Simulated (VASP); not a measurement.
Output of a VASP run:

File OSZICAR:
```
...
DAV:  31    -0.269586857059E+01   -0.18018E-03   -0.76193E-05   920   0.153E-01    0.279E-02
DAV:  32    -0.269613913613E+01   -0.27057E-03   -0.34425E-04   940   0.321E-01    0.237E-02
DAV:  33    -0.269620159936E+01   -0.62463E-04   -0.58013E-05   905   0.154E-01    0.154E-02
DAV:  34    -0.269623805376E+01   -0.36454E-04   -0.35265E-05   975   0.114E-01    0.113E-02
DAV:  35    -0.269625853719E+01   -0.20483E-04   -0.26651E-05   940   0.977E-02    0.817E-03
DAV:  36    -0.269626775457E+01   -0.92174E-05   -0.18300E-05   935   0.809E-02    0.558E-03
DAV:  37    -0.269626971524E+01   -0.19607E-05   -0.98856E-06   940   0.611E-02    0.328E-03
DAV:  38    -0.269626927515E+01    0.44009E-06   -0.13851E-06   910   0.251E-02
   4 F= -.26962693E+01 E0= -.26962677E+01  d E =-.568292E-02
       N       E                     dE             d eps       ncg     rms          rms(c)
DAV:   1    -0.293161059392E+01   -0.23534E+00   -0.53320E-01   875   0.102E+01    0.111E+00
DAV:   2    -0.247354879940E+01    0.45806E+00   -0.77707E-01   840   0.102E+01    0.111E+00
DAV:   3    -0.340634446952E+01   -0.93280E+00   -0.27268E+00   840   0.176E+01    0.306E+00
DAV:   4    -0.362252212887E+01   -0.21618E+00   -0.22169E+00  1310   0.109E+01    0.454E+00
DAV:   5    -0.363323032547E+01   -0.10708E-01   -0.41366E-01   840   0.985E+00    0.412E+00
DAV:   6    -0.362791450868E+01    0.53158E-02   -0.32350E-01   840   0.701E+00    0.404E+00
DAV:   7    -0.341954715792E+01    0.20837E+00   -0.14300E-01  1010   0.425E+00    0.331E+00
DAV:   8    -0.326433361926E+01    0.15521E+00   -0.40587E-01  1130   0.488E+00    0.216E+00
DAV:   9    -0.308124199754E+01    0.18309E+00   -0.24188E-01  1330   0.434E+00    0.151E+00
DAV:  10    -0.293173139681E+01    0.14951E+00   -0.20921E-01   870   0.443E+00    0.103E+00
DAV:  11    -0.290805168711E+01    0.23680E-01   -0.17926E-01   945   0.423E+00    0.651E-01
DAV:  12    -0.277982838230E+01    0.12822E+00   -0.29005E-01  1180   0.519E+00    0.164E-01
DAV:  13    -0.270200187551E+01    0.77827E-01   -0.14917E-01   840   0.440E+00    0.112E-01
DAV:  14    -0.270328390105E+01   -0.12820E-02   -0.34148E-02   875   0.278E+00    0.617E-02
DAV:  15    -0.270289613335E+01    0.38777E-03   -0.33299E-03   950   0.102E+00    0.476E-02
DAV:  16    -0.270287703816E+01    0.19095E-04   -0.13211E-03   875   0.490E-01    0.432E-02
DAV:  17    -0.270274087117E+01    0.13617E-03   -0.74839E-03   885   0.100E+00    0.309E-02
DAV:  18    -0.270249208612E+01    0.24879E-03   -0.17478E-03   890   0.637E-01    0.122E-02
DAV:  19    -0.270255964996E+01   -0.67564E-04   -0.63735E-05   990   0.117E-01    0.395E-02
DAV:  20    -0.270181469711E+01    0.74495E-03   -0.17430E-03   865   0.572E-01    0.250E-02
DAV:  21    -0.270268123761E+01   -0.86654E-03   -0.26263E-03   865   0.728E-01    0.397E-02
DAV:  22    -0.270251835550E+01    0.16288E-03   -0.29937E-04   860   0.190E-01    0.150E-02
DAV:  23    -0.270267817508E+01   -0.15982E-03   -0.26091E-04   860   0.265E-01    0.122E-02
DAV:  24    -0.270266046262E+01    0.17712E-04   -0.12615E-05   860   0.435E-02    0.104E-02
DAV:  25    -0.270265939518E+01    0.10674E-05   -0.82144E-07  1005   0.809E-03    0.897E-03
DAV:  26    -0.270267612395E+01   -0.16729E-04   -0.68469E-06   920   0.383E-02    0.931E-03
DAV:  27    -0.270268584134E+01   -0.97174E-05   -0.24135E-06  1160   0.292E-02    0.776E-03
DAV:  28    -0.270268735501E+01   -0.15137E-05   -0.13777E-07   440   0.720E-03    0.711E-03
DAV:  29    -0.270268790242E+01   -0.54741E-06   -0.46448E-08   425   0.347E-03
   5 F= -.27026879E+01 E0= -.27026807E+01  d E =-.121015E-01
```

File OUTCAR:
```
------------------------ aborting loop because EDIFF is reached ----------------------------------------
  FORCE on cell =-STRESS in cart. coord.  units (eV):
  Direction    XX          YY          ZZ          XY          YZ          ZX
  --------------------------------------------------------------------------------------
  Total       -0.0059472     -0.0059472     -0.0059472     -0.0000000      0.0000000     -0.0000000
  in kB       -0.5140833     -0.5140833     -0.5140833     -0.0000000      0.0000000     -0.0000000
  external PRESSURE =      -0.5140833 kB  Pullay stress =       0.0000000 kB
  volume of cell :       18.53
      direct lattice vectors                 reciprocal lattice vectors
    -1.667157970  1.667157970  1.667157970     0.000000000  0.299911591  0.299911591
     1.667157970 -1.667157970  1.667157970     0.299911591  0.000000000  0.299911591
     1.667157970  1.667157970 -1.667157970     0.299911591  0.299911591  0.000000000
 POSITION                                       TOTAL-FORCE (eV/Angst)
 -----------------------------------------------------------------------------------
     -0.00000      0.00000      0.00000        -0.000000     -0.000000     -0.000000
 -----------------------------------------------------------------------------------
    total drift:                               -0.000000      0.000000     -0.000000
  FREE ENERGIE OF THE ION-ELECTRON SYSTEM (eV)
  ---------------------------------------------------
  free  energy   TOTEN  =        -2.7026879024 eV

  energy  without entropy=       -2.7026664144  energy(sigma->0) =       -2.70268074

 reached required accuracy - stopping structural energy minimisation
```
(Selected blocks of OUTCAR.)

**POSCAR**
```
Li
1
   -1.7450000000     1.7450000000     1.7450000000
    1.7450000000    -1.7450000000     1.7450000000
    1.7450000000     1.7450000000    -1.7450000000
Li
1
Direct
  0.0000000000   0.0000000000   0.0000000000
```

**Question.** Reconstruct the remaining input files.

**Answer.** This is not unique; one that fits is the input of the run itself, revTPSS meta-GGA, plane waves, VASP's PBE PAW potentials (set 64).

**INCAR**
```
# general
SYSTEM =Li
PREC   =Accurate
ENCUT  =520   # plane-wave cut-off (eV)
LREAL  =.FALSE.   # projection in real space or not
LASPH  =.TRUE.   # aspherical one-centre terms

# electronic loop
EDIFF  =1E-6   # SCF stop (eV)
NELM   =100
ALGO   =Normal   # blocked Davidson
LMIXTAU=.TRUE.

# smearing
ISMEAR =1
SIGMA  =0.1   # width (eV)

# functional
METAGGA=RTPSS

# ions
IBRION =2
NSW    =60   # most ionic steps
ISIF   =3
EDIFFG =-0.01

# output
LWAVE  =.FALSE.
LCHARG =.FALSE.
```

### KPOINTS
```
kpoints
0
Gamma
  13 13 13
0 0 0
```

POTCAR, in this order: Li_sv (PBE.64 set). Program: vasp_std.

Energy and stress use the plane-wave basis of the starting cell.

The compound is Li in the bcc structure. This run relaxes it. Symmetry was kept, so distortions that lower it aren't found.
